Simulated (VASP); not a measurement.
# BaMgSbF (P4/nmm) in VASP: settings compared, part 3 of 3

VASP 6.6.1. Earlier steps stand in the parts before.

## Step 5: Relaxation of cell and atoms, RPBE

This run uses another cell than the first one, of 25.67 Å³/atom, 0.959 times its volume.

Contents of INCAR:

```
  ALGO = Normal
  EDIFF = 1E-6
  EDIFFG = -0.01
  ENCUT = 600
  GGA = RP
  IBRION = 2
  ISIF = 3
  ISMEAR = 0
  KPAR = 2
  LASPH = True
  LCHARG = False
  LREAL = False
  LWAVE = False
  NELM = 80
  NSW = 90
  PREC = Accurate
  SIGMA = 0.03
```

Contents of KPOINTS:

```
k-points
0
Gamma
  6 6 4
```

Contents of POSCAR:

```
BaMgSbF
1.0
    4.5733000000      0.0000000000      0.0000000000
    0.0000000000      4.5733000000      0.0000000000
    0.0000000000      0.0000000000      9.8184000000
Ba Sb Mg F
2 2 2 2
Direct
    0.5000000000      0.0000000000      0.1404600000
    0.0000000000      0.5000000000      0.8595400000
    0.5000000000      0.0000000000      0.6750100000
    0.0000000000      0.5000000000      0.3249900000
    0.5000000000      0.5000000000      0.5000000000
    0.0000000000      0.0000000000      0.5000000000
    0.5000000000      0.5000000000      0.0000000000
    0.0000000000      0.0000000000      0.0000000000
```

Potentials or basis: VASP PAW PBE potentials, release 64 (Ba_sv, Sb, Mg, F).

The run is started by

```sh
$ cat potpaw_PBE.64/Ba_sv/POTCAR potpaw_PBE.64/Sb/POTCAR potpaw_PBE.64/Mg/POTCAR potpaw_PBE.64/F/POTCAR > POTCAR
$ mpirun -np 2 vasp_std > vasp.out
```

OUTCAR:

```text
EDIFF = 1E-6
   EDIFFG = -0.01
   ENCUT = 600
   GGA = RP
   IBRION = 2
   ISIF = 3
   ISMEAR = 0
   LASPH = True
   LREAL = False
   NELM = 80
   NSW = 90
   PREC = Accurate

 ion  position               nearest neighbor table
   1  0.500  0.000  0.140-   7 2.67   8 2.67   7 2.67   8 2.67   4 3.71   4 3.71   4 3.71   4 3.71
                             2 4.25   2 4.25   2 4.25   2 4.25
   2  0.000  0.500  0.860-   7 2.67   8 2.67   8 2.67   7 2.67   3 3.71   3 3.71   3 3.71   3 3.71
                             1 4.25   1 4.25   1 4.25   1 4.25
   3  0.500  0.000  0.675-   5 2.86   6 2.86   5 2.86   6 2.86   2 3.71   2 3.71   2 3.71   2 3.71

   4  0.000  0.500  0.325-   5 2.86   6 2.86   6 2.86   5 2.86   1 3.71   1 3.71   1 3.71   1 3.71

   5  0.500  0.500  0.500-   3 2.86   4 2.86   3 2.86   4 2.86   6 3.23   6 3.23   6 3.23   6 3.23

   6  0.000  0.000  0.500-   3 2.86   4 2.86   4 2.86   3 2.86   5 3.23   5 3.23   5 3.23   5 3.23

   7  0.500  0.500  0.000-   1 2.67   2 2.67   1 2.67   2 2.67
   8  0.000  0.000  0.000-   1 2.67   2 2.67   2 2.67   1 2.67

  LATTYP: Found a simple tetragonal cell.
 ALAT       =     4.5733000000
 C/A-ratio  =     2.1468961144

  Lattice vectors:

 A1 = (   4.5733000000,   0.0000000000,   0.0000000000)
 A2 = (   0.0000000000,   4.5733000000,   0.0000000000)
 A3 = (   0.0000000000,   0.0000000000,   9.8184000000)

Analysis of symmetry for initial positions (statically):
[... 310 lines left out ...]
  free  energy   TOTEN  =       -32.2645521252 eV

  energy  without entropy=      -32.2645521252  energy(sigma->0) =      -32.26455213

[... ionic steps 4 to 8 ...]

--------------------------------------- Ionic step        9  -------------------------------------------

 number of electron      48.0000023 magnetization

------------------------ aborting loop because EDIFF is reached ----------------------------------------
[... 79 lines left out ...]
--------------------------------------- Ionic step       11  -------------------------------------------

 number of electron      48.0000023 magnetization

 Free energy of the ion-electron system (eV)
  ---------------------------------------------------
  ext. energy  EPLUGINS =         0.00000000
  ---------------------------------------------------
  free energy    TOTEN  =       -32.27767068 eV

  energy without entropy =      -32.27767068  energy(sigma->0) =      -32.27767068

 E-fermi :   3.2587     XC(G=0):  -8.3874

 val. band max:        3.0576380037   @ k =   0.0000   0.0000   0.0000
 cond. band min:       4.3607319977   @ k =   0.0000   0.0000   0.0000
 fundamental gap:      1.3030939940
 Fermi energy:         3.2587036384

 k-point     1 :       0.0000    0.0000    0.0000
  band No.  band energies     occupation
      1     -24.8828      2.00000
      2     -24.7987      2.00000
      3     -20.3093      2.00000
      4     -20.2687      2.00000
      5     -10.0575      2.00000
      6     -10.0575      2.00000
[... 757 lines left out ...]
     28       5.8617      0.00000
     29       6.5084      0.00000

 [... further k-points ...]
[... 5 lines left out ...]
  --------------------------------------------------------------------------------------
  -------------------------------------------------------------------------------------
  Total       -0.0162928     -0.0162928     -0.0321430      0.0000000      0.0000000      0.0000000
  in kB       -0.1165020     -0.1165020     -0.2298389      0.0000000      0.0000000      0.0000000
  external PRESSURE =      -0.1542809 kB  Pullay stress =       0.0000000 kB
[... 23 lines left out ...]
  FREE ENERGIE OF THE ION-ELECTRON SYSTEM (eV)
  ---------------------------------------------------
  free  energy   TOTEN  =       -32.2776706794 eV

  energy  without entropy=      -32.2776706794  energy(sigma->0) =      -32.27767068

 reached required accuracy - stopping structural energy minimisation
```

OSZICAR:

```text
N       E                     dE             d eps       ncg     rms          rms(c)
DAV:   1     0.401661564564E+03    0.40166E+03   -0.21216E+04  1740   0.157E+03
DAV:   2     0.980914251145E+01   -0.39185E+03   -0.38026E+03  2462   0.286E+02
DAV:   3    -0.329911681761E+02   -0.42800E+02   -0.42388E+02  2133   0.108E+02
[... 100 lines left out ...]
DAV:   1    -0.322781810458E+02   -0.65960E-03   -0.92536E-02  1740   0.146E+00    0.191E-01
DAV:   2    -0.322777534720E+02    0.42757E-03   -0.44860E-03  1930   0.365E-01    0.634E-02
DAV:   3    -0.322776909625E+02    0.62510E-04   -0.26192E-04  2264   0.908E-02    0.336E-02
DAV:   4    -0.322776709257E+02    0.20037E-04   -0.88815E-05  2321   0.515E-02    0.771E-03
DAV:   5    -0.322776706794E+02    0.24634E-06   -0.77769E-06  2229   0.124E-02
  11 F= -.32277671E+02 E0= -.32277671E+02  d E =-.148266E-03
```

CONTCAR:

```text
BaMgSbF
   1.00000000000000
     4.6729181727023956    0.0000000000000000    0.0000000000000000
     0.0000000000000000    4.6729181727023956    0.0000000000000000
     0.0000000000000000    0.0000000000000000   10.2611879602989475
  Ba              Sb              Mg              F
     2     2     2     2
Direct
     0.5000000000000000    0.0000000000000000    0.1432674519850298
     0.0000000000000000    0.5000000000000000    0.8567325480149700
     0.5000000000000000    0.0000000000000000    0.6716609127623966
     0.0000000000000000    0.5000000000000000    0.3283390872376035
     0.5000000000000000    0.5000000000000000    0.5000000000000000
     1.0000000000000000    0.0000000000000000    0.5000000000000000
     0.5000000000000000    0.5000000000000000    0.0000000000000000
     1.0000000000000000    1.0000000000000000    0.0000000000000000

  0.00000000E+00  0.00000000E+00  0.00000000E+00
  0.00000000E+00  0.00000000E+00  0.00000000E+00
  0.00000000E+00  0.00000000E+00  0.00000000E+00
  0.00000000E+00  0.00000000E+00  0.00000000E+00
  0.00000000E+00  0.00000000E+00  0.00000000E+00
  0.00000000E+00  0.00000000E+00  0.00000000E+00
  0.00000000E+00  0.00000000E+00  0.00000000E+00
  0.00000000E+00  0.00000000E+00  0.00000000E+00
```

Wall time 6.9 min (2 MPI ranks of Intel Xeon 6975P-C (Granite Rapids), shared host); peak memory 0.54 GiB.

What came out:

```yaml
Free_energy: -32.2777 eV
Relaxed_volume: 28.01 Å³/atom
Relaxed_cell: a = 4.673 Å, b = 4.673 Å, c = 10.261 Å, α = 90.00°, β = 90.00°, γ = 90.00°
Space_group_after_relaxing_to_0.05_Å: P4/nmm (No. 129)
Energy_gained_by_relaxing: 26.4 meV/atom
Ionic_steps: 11
Pressure_after_relaxing: 0.0 GPa
Largest_force_after_relaxing: 0.007 eV/Å
Band_gap_on_the_k_mesh: 1.30 eV, direct
```

Forces on the atoms (eV/Å):
```
Ba   0.000  0.000 -0.004
Ba   0.000  0.000  0.004
Sb   0.000  0.000 -0.007
Sb   0.000  0.000  0.007
Mg   0.000  0.000  0.000
Mg   0.000  0.000  0.000
F    0.000  0.000  0.000
F    0.000  0.000  0.000
```

Step by step:
| step | energy change (eV) | largest force (eV/Å) | pressure (GPa) | volume (Å³) |
| --- | --- | --- | --- | --- |
| 1 | 0.0000 | 0.3819 | 3.89 | 205.35 |
| 2 | -0.1949 | 0.2166 | -0.37 | 224.44 |
| 3 | -0.1979 | 0.1726 | 0.04 | 222.14 |
| 4 | -0.1979 | 0.1794 | -0.02 | 222.48 |
| 5 | -0.2020 | 0.1449 | -0.04 | 222.85 |
| 6 | -0.2091 | 0.0502 | -0.05 | 223.87 |
| 7 | -0.2048 | 0.1465 | -0.07 | 225.88 |
| 8 | -0.2105 | 0.0371 | -0.06 | 224.52 |
| 9 | -0.2109 | 0.0272 | 0.04 | 223.91 |
| 10 | -0.2109 | 0.0253 | 0.06 | 223.78 |
| 11 | -0.2110 | 0.0075 | -0.02 | 224.06 |

Final structure:
```
Ba Sb Mg F
1.0
     4.67292    0.00000    0.00000
     0.00000    4.67292    0.00000
     0.00000    0.00000   10.26119
Ba Sb Mg F
2 2 2 2
Direct
  0.50000 0.00000 0.14327
  0.00000 0.50000 0.85673
  0.50000 0.00000 0.67166
  0.00000 0.50000 0.32834
  0.50000 0.50000 0.50000
  0.00000 0.00000 0.50000
  0.50000 0.50000 0.00000
  0.00000 0.00000 0.00000
```

Caveat: the PAW data sets were made with another functional, which shifts forces and pressure a little; spin-orbit coupling is left out, which moves the levels of the heavy elements.

## Step 6: Relaxation of cell and atoms, RPBE

This run uses another cell than the first one, of 28.01 Å³/atom, 1.046 times its volume.

Changes to INCAR since step 5:

```diff
@@ -1,4 +1,4 @@
   ALGO = Normal
-  EDIFF = 1E-6
-  EDIFFG = -0.01
+  EDIFF = 1E-7
+  EDIFFG = -0.005
   ENCUT = 600
```

KPOINTS is that of step 5.

Contents of POSCAR:

```
BaMgSbF                                 
1.0
    4.6729181727      0.0000000000      0.0000000000
    0.0000000000      4.6729181727      0.0000000000
    0.0000000000      0.0000000000     10.2611879603
  Ba              Sb              Mg              F             
     2     2     2     2
Direct
     0.5000000000000000    0.0000000000000000    0.1432674519850298
     0.0000000000000000    0.5000000000000000    0.8567325480149700
     0.5000000000000000    0.0000000000000000    0.6716609127623966
     0.0000000000000000    0.5000000000000000    0.3283390872376035
     0.5000000000000000    0.5000000000000000    0.5000000000000000
     1.0000000000000000    0.0000000000000000    0.5000000000000000
     0.5000000000000000    0.5000000000000000    0.0000000000000000
     1.0000000000000000    1.0000000000000000    0.0000000000000000
```

Potentials or basis: VASP PAW PBE potentials, release 64 (Ba_sv, Sb, Mg, F).

The run is started by

```sh
$ cat potpaw_PBE.64/Ba_sv/POTCAR potpaw_PBE.64/Sb/POTCAR potpaw_PBE.64/Mg/POTCAR potpaw_PBE.64/F/POTCAR > POTCAR
$ mpirun -np 2 vasp_std > vasp.out
```

It took 1.8 min on 2 MPI ranks of Intel Xeon 6975P-C (Granite Rapids), shared host; peak memory 0.54 GiB.

Results (log left out):

```
Free energy                            : -32.2868 eV
Relaxed volume                         : 27.99 Å³/atom
Relaxed cell                           : a = 4.672 Å, b = 4.672 Å, c = 10.257 Å, α = 90.00°, β = 90.00°, γ = 90.00°
Space group after relaxing (to 0.05 Å) : P4/nmm (No. 129)
Energy gained by relaxing              : 0.0 meV/atom
Ionic steps                            : 2
Pressure after relaxing                : 0.0 GPa
Band gap on the k mesh                 : 1.30 eV, direct
```

Forces on the atoms (eV/Å):
```
Ba   0.000  0.000  0.000
Ba   0.000  0.000  0.000
Sb   0.000  0.000 -0.002
Sb   0.000  0.000  0.002
Mg   0.000  0.000  0.000
Mg   0.000  0.000  0.000
F    0.000  0.000  0.000
F    0.000  0.000  0.000
```

Final structure:
```
CELL_PARAMETERS angstrom
4.67191 0.00000 0.00000
0.00000 4.67191 0.00000
0.00000 0.00000 10.25750
ATOMIC_POSITIONS crystal
Ba 0.50000 0.00000 0.14325
Ba 0.00000 0.50000 0.85675
Sb 0.50000 0.00000 0.67162
Sb 0.00000 0.50000 0.32838
Mg 0.50000 0.50000 0.50000
Mg 0.00000 0.00000 0.50000
F 0.50000 0.50000 0.00000
F 0.00000 0.00000 0.00000
```

Levels at points of the mesh, in eV from the valence-band top:
```
           k point  band 21  band 22  band 23  band 24  band 25  band 26  band 27  band 28
(0.00, 0.00, 0.00)    -1.09    -0.56     0.00     0.00     1.30     1.64     2.12     2.85
(0.50, 0.00, 0.00)    -0.93    -0.93    -0.37    -0.37     2.39     2.39     2.75     2.75
(0.50, 0.50, 0.00)    -1.72    -1.72    -1.55    -1.55     1.66     1.66     2.66     2.66
(0.00, 0.00, 0.50)    -1.08    -0.87    -0.01    -0.01     1.51     1.84     2.34     2.81
(0.50, 0.00, 0.50)    -0.86    -0.86    -0.37    -0.37     2.50     2.50     2.81     2.81
(0.50, 0.50, 0.50)    -1.72    -1.72    -1.56    -1.56     1.93     1.93     2.68     2.68
```

Caveat: the PAW data sets were made with another functional, which shifts forces and pressure a little; spin-orbit coupling is left out, which moves the levels of the heavy elements. A k mesh can miss the band edges.

## Step 7: Summary

```tsv
level	gap on the mesh (eV)	pressure (GPa)
PBE	1.22	0.0
AM05	1.14	0.0
RPBE	1.30	0.0
```

Alike in all rows: task relaxation of cell and atoms; potentials or basis VASP PAW PBE potentials, release 64 (Ba_sv, Sb, Mg, F); no spin polarisation; cell relaxed; k mesh 6 × 6 × 4; cutoff (eV) 600; smearing gaussian 0.03 eV.

Caveats: spin-orbit coupling is left out, which moves the levels of the heavy elements; the relaxation stopped at its first step, so nothing moved (some runs); the PAW data sets were made with another functional, which shifts forces and pressure a little (some runs).

Absolute energies hang on the potentials; compare differences alone.
